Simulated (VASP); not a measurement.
# CO on Ti(0001): which site?, part 3 of 8

Which site of Ti(0001) does CO prefer, and what does it do to the work function?

VASP 6.6.1, plane waves and PAW; the level of theory is named at each step.

So far. Step 3 (The bulk reference, job self-consistent run, k-mesh …): The run ends at a pressure of -0.08 GPa. Step 4 (Relaxing the slab): The run ended after 10 ionic steps, 0.179 eV below its first step, once the forces on the free atoms met EDIFFG = -0.03.

### Step 5. Potential and states of the slab

Level of this step: PBE; plane waves and PAW (Ti) (VASP).

A static run writes the electrostatic potential without exchange and correlation (LVHAR), which is flat in the vacuum and gives the level to count from. The dipole correction cancels the field that unlike faces would set up across the vacuum.

INCAR reads:

```
SYSTEM = Ti
PREC = Normal
ENCUT = 440
EDIFF = 1E-06
NELM = 120
ISMEAR = 1
SIGMA = 0.15
LREAL = .FALSE.
ALGO = Fast
GGA = PE
NBANDS = 36
LASPH = .TRUE.
LORBIT = 11
LWAVE = .FALSE.
LCHARG = .FALSE.
KPAR = 4
IDIPOL = 3
LDIPOL = .TRUE.
DIPOL = 0.5 0.5 0.495
LVHAR = .TRUE.
LVACPOTAV = .TRUE.
NEDOS = 1500
```

POSCAR reads:

```
Ti
1.0
    5.8496603244      0.0000000000      0.0000000000
    2.9248301622      5.0659544444      0.0000000000
    0.0000000000      0.0000000000     19.6246176925
Ti
12
Selective dynamics
Direct
    0.0000000000      0.0000000000      0.3821730500  F F F
    0.5000000000      0.0000000000      0.3821730500  F F F
    0.0000000000      0.5000000000      0.3821730500  F F F
    0.5000000000      0.5000000000      0.3821730500  F F F
    0.8333333300      0.3333333300      0.4945447131  T T T
    0.3333333300      0.3333333300      0.4945447131  T T T
    0.8333333300      0.8333333300      0.4945447131  T T T
    0.3333333300      0.8333333300      0.4945447131  T T T
    0.0000000000      0.0000000000      0.6069837336  T T T
    0.5000000000      0.0000000000      0.6069837336  T T T
    0.0000000000      0.5000000000      0.6069837336  T T T
    0.5000000000      0.5000000000      0.6069837336  T T T
```

KPOINTS reads:

```
Automatic mesh
0
Gamma
6 6 1
0 0 0
```

The projector-augmented-wave data sets are Ti (PBE family, release 64).

Run with:

```sh
$ mpirun -np 4 vasp_std
```

Log:

```text
[... set-up lines as in an earlier step ...]
 entering main loop
       N       E                     dE             d eps       ncg     rms          rms(c)
DAV:   1     0.211179155683E+03    0.21118E+03   -0.13020E+04   504   0.872E+02
DAV:   2    -0.675479786263E+02   -0.27873E+03   -0.26117E+03   528   0.200E+02
DAV:   3    -0.101105564193E+03   -0.33558E+02   -0.31004E+02   760   0.650E+01
DAV:   4    -0.103684296608E+03   -0.25787E+01   -0.24799E+01   792   0.194E+01
DAV:   5    -0.103807791806E+03   -0.12350E+00   -0.12129E+00   872   0.394E+00    0.383E+01
RMM:   6    -0.112651781319E+03   -0.88440E+01   -0.20201E+02   727   0.596E+01    0.232E+01
RMM:   7    -0.877573982876E+02    0.24894E+02   -0.12354E+02   527   0.632E+01    0.120E+01
RMM:   8    -0.863164879653E+02    0.14409E+01   -0.19717E+01   641   0.184E+01    0.635E+00
RMM:   9    -0.888062954777E+02   -0.24898E+01   -0.13320E+01   768   0.108E+01    0.100E+01
RMM:  10    -0.856361362928E+02    0.31702E+01   -0.35224E+00   681   0.750E+00    0.201E+00
RMM:  11    -0.857858447723E+02   -0.14971E+00   -0.23134E+00   786   0.349E+00    0.165E+00
RMM:  12    -0.857502655931E+02    0.35579E-01   -0.29591E-01   676   0.253E+00    0.594E-01
RMM:  13    -0.857667461800E+02   -0.16481E-01   -0.18720E-01   714   0.180E+00    0.812E-01
RMM:  14    -0.857540828661E+02    0.12663E-01   -0.57873E-02   674   0.120E+00    0.194E-01
RMM:  15    -0.857593959131E+02   -0.53130E-02   -0.50326E-02   797   0.512E-01    0.268E-01
RMM:  16    -0.857590188131E+02    0.37710E-03   -0.83287E-03   712   0.363E-01    0.164E-01
RMM:  17    -0.857592360730E+02   -0.21726E-03   -0.59278E-03   788   0.193E-01    0.895E-02
RMM:  18    -0.857599850019E+02   -0.74893E-03   -0.46594E-03   770   0.200E-01    0.193E-01
RMM:  19    -0.857593502210E+02    0.63478E-03   -0.11565E-03   662   0.183E-01    0.107E-01
RMM:  20    -0.857593611060E+02   -0.10885E-04   -0.38893E-03   751   0.183E-01    0.454E-02
RMM:  21    -0.857595504195E+02   -0.18931E-03   -0.52665E-04   799   0.608E-02    0.741E-02
RMM:  22    -0.857595331651E+02    0.17254E-04   -0.30486E-04   656   0.868E-02    0.327E-02
RMM:  23    -0.857598085489E+02   -0.27538E-03   -0.17592E-03   798   0.131E-01    0.857E-02
RMM:  24    -0.857596856806E+02    0.12287E-03   -0.24048E-04   641   0.717E-02    0.462E-02
RMM:  25    -0.857597075465E+02   -0.21866E-04   -0.55158E-04   722   0.647E-02    0.141E-02
RMM:  26    -0.857597651613E+02   -0.57615E-04   -0.59364E-05   776   0.206E-02    0.234E-02
RMM:  27    -0.857597696244E+02   -0.44631E-05   -0.10329E-05   646   0.165E-02    0.109E-02
RMM:  28    -0.857597794606E+02   -0.98361E-05   -0.27517E-05   718   0.153E-02    0.277E-03
RMM:  29    -0.857597828053E+02   -0.33448E-05    0.28568E-08   460   0.482E-03    0.305E-03
RMM:  30    -0.857597843762E+02   -0.15709E-05    0.68948E-07   404   0.274E-03    0.229E-03
RMM:  31    -0.857597847277E+02   -0.35151E-06    0.48934E-07   385   0.368E-03
 -----------------------------------------------------------------------------
|                                                                             |
|           W    W    AA    RRRRR   N    N  II  N    N   GGGG   !!!           |
|           W    W   A  A   R    R  NN   N  II  NN   N  G    G  !!!           |
|           W    W  A    A  R    R  N N  N  II  N N  N  G       !!!           |
|           W WW W  AAAAAA  RRRRR   N  N N  II  N  N N  G  GGG   !            |
|           WW  WW  A    A  R   R   N   NN  II  N   NN  G    G                |
|           W    W  A    A  R    R  N    N  II  N    N   GGGG   !!!           |
|                                                                             |
|     Did not find any points to average over, which means that no vacuum     |
|     field-free region was found. Please increase the size of  your cell     |
|     in the dimension of the dipole correction to obtain accurate            |
|     workfunction values.                                                    |
|                                                                             |
 -----------------------------------------------------------------------------

   1 F= -.85759785E+02 E0= -.85761265E+02  d E =0.444065E-02
```

It took 63 s on 4 MPI ranks of AMD EPYC 7R43, shared host; peak memory 1.4 GiB.

OUTCAR, selected parts (step 5):

```text
   NELECT =      48.0000    total number of electrons

 dipolmoment           0.000000      0.000000     -0.000016 electrons x Angstroem

 E-fermi :  -1.6084

 k-point     1 :       0.0000    0.0000    0.0000
  band No.  band energies     occupation
    ...
     16      -2.5585      2.00000
     17      -2.5585      2.00000
     18      -2.5585      2.00000
     19      -1.7108      1.90734
     20      -1.6623      1.56708
     21      -1.5329      0.25639
     22      -1.5329      0.25639
     23      -1.5329      0.25639
     24      -0.9251     -0.00000
     25      -0.9245     -0.00000
    ...

  Total       -4.1659860     -4.1659860     -0.0736006      0.0000000      0.0000000      0.0000000
  in kB      -11.4771818    -11.4771818     -0.2027678      0.0000000      0.0000000      0.0000000
  external PRESSURE =      -7.7190438 kB  Pullay stress =       0.0000000 kB

 POSITION                                       TOTAL-FORCE (eV/Angst)
 -----------------------------------------------------------------------------------
      0.00000      0.00000      7.50000        -0.000000     -0.000000      0.001181
      2.92483      0.00000      7.50000         0.000000     -0.000000      0.001181
      1.46242      2.53298      7.50000         0.000000      0.000000      0.001181
      4.38725      2.53298      7.50000        -0.000000      0.000000      0.001181
      5.84966      1.68865      9.70525        -0.000000      0.000000      0.003991
      2.92483      1.68865      9.70525        -0.000000      0.000000      0.003991
      7.31208      4.22163      9.70525         0.000000      0.000000      0.003991
      4.38725      4.22163      9.70525         0.000000      0.000000      0.003991
      0.00000      0.00000     11.91182         0.000000     -0.000000     -0.005171
      2.92483      0.00000     11.91182         0.000000     -0.000000     -0.005171
      1.46242      2.53298     11.91182         0.000000     -0.000000     -0.005171
      4.38725      2.53298     11.91182         0.000000     -0.000000     -0.005171
 -----------------------------------------------------------------------------------
    total drift:                               -0.000001     -0.000001      0.000014

  FREE ENERGIE OF THE ION-ELECTRON SYSTEM (eV)
  ---------------------------------------------------
  free  energy   TOTEN  =       -85.7597847277 eV

  energy  without entropy=      -85.7642253773  energy(sigma->0) =      -85.76126494

 vacuum level on the upper side and lower side of the slab         2.825         2.825

[... 6 parts as in an earlier step ...]

[... 11 further parts left out ...]
```

This step gave:

| Quantity | Value |
| --- | --- |
| electronic cycles | 31 |
| dipole moment | 0, 0, -1.60e-5 e·Å |
| vacuum levels | 2.825, 2.825 eV |
| work functions of the upper and lower face | 4.433, 4.433 eV |

Zero at the Fermi level. Table of planar average of the electrostatic potential by height:

```
height (Å)  planar average of the electrostatic potential (eV)
       0.0                                                4.43
       0.5                                                4.43
       1.0                                                4.43
       1.5                                                4.43
       2.0                                                4.43
       2.5                                                4.43
       3.0                                                4.43
       3.5                                                4.43
       4.0                                                4.41
       4.5                                                4.36
       5.0                                                4.21
       5.5                                                3.77
       6.0                                                2.53
       6.5                                              -0.653
       7.0                                               -4.19
       7.5                                               -5.44
       8.0                                               -3.64
       8.5                                               -1.19
       9.0                                               -2.38
       9.5                                               -4.91
      10.0                                               -4.60
      10.5                                               -1.93
      11.0                                               -1.44
      11.5                                               -4.12
      12.0                                               -5.45
      12.5                                               -3.68
      13.0                                              0.0780
      13.5                                                2.84
      14.0                                                3.89
      14.5                                                4.25
      15.0                                                4.37
      15.5                                                4.41
      16.0                                                4.43
      16.5                                                4.43
      17.0                                                4.43
      17.5                                                4.43
      18.0                                                4.43
      18.5                                                4.43
      19.0                                                4.43
      19.5                                                4.43
```

Density of states in the PAW spheres, an atom over height of the layer and energy from the Fermi level.

Ten even steps from '0' (0.00 states/eV) to '9' (2.22 states/eV), each cell a mean:
```
939
949
646
787
454
343
454
343
121
000
111
000
000
000
000
000
000
000
000
000
000
000
```
Columns: height of the layer (Å) from 7.5 to 11.9; rows upwards: energy from the Fermi level (eV) from -7.9 to 0.5.

The map of layer states is cut here 0.5 eV above the Fermi level, so it leaves out the states above that.

The vacuum level lies 4.43 eV above the Fermi level at the upper face; both faces agree, as the slab has next to no dipole.

The program found no field-free point at its default tolerance, but its printed level agrees with the flat part of the planar average.

On this mesh the fine structure of the density of states is sampling noise, and high empty states may be cut by the number of bands.

[end of part 3 of 8]

[Lines on the potential files, build, host, timing and source positions are cut from VASP's logs without a mark.]

[Logs are printed without paths, hosts, clocks, repeated set-up lines and the standing remarks that a program may print on its own settings, such as how far it seeks lower states.]

[Hosts, paths, dates, database ids (printed as entryN), source tags and the programs' standing remarks are cut or masked in the printed files.]

[Runs that stopped without an error message from VASP are left out.]
